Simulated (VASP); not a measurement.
```
FeNi3
1.0
    3.50813     0.00000     0.00000
    0.00000     3.50813     0.00000
    0.00000     0.00000     3.50813
Fe Ni
1 3
Direct
  0.00000   0.00000   0.00000
  0.00000   0.50000   0.50000
  0.50000   0.00000   0.50000
  0.50000   0.50000   0.00000
```
Starting moments (μB, in the order of the record's atoms Fe Ni Ni Ni): 3.0 0.7 0.7 0.7.

All values below come from RPBE GGA, VASP's PBE PAW potentials (set 64) (plane waves; VASP). Settings: 520 eV cut-off, 9×9×9 Γ-centred mesh, first-order Methfessel-Paxton smearing of 0.10 eV, potentials Fe Ni.

Problem. Give the stress tensor in GPa (positive for a compressed cell).

Solution. 
```
12.03   0.00   0.00
 0.00  12.03   0.00
 0.00   0.00  12.03
```
The pressure is its mean diagonal, 12.03 GPa.

The compound is Ni3Fe in the L1_2 structure. This cell is one point of a volume scan, at 0.94 of the reference volume.
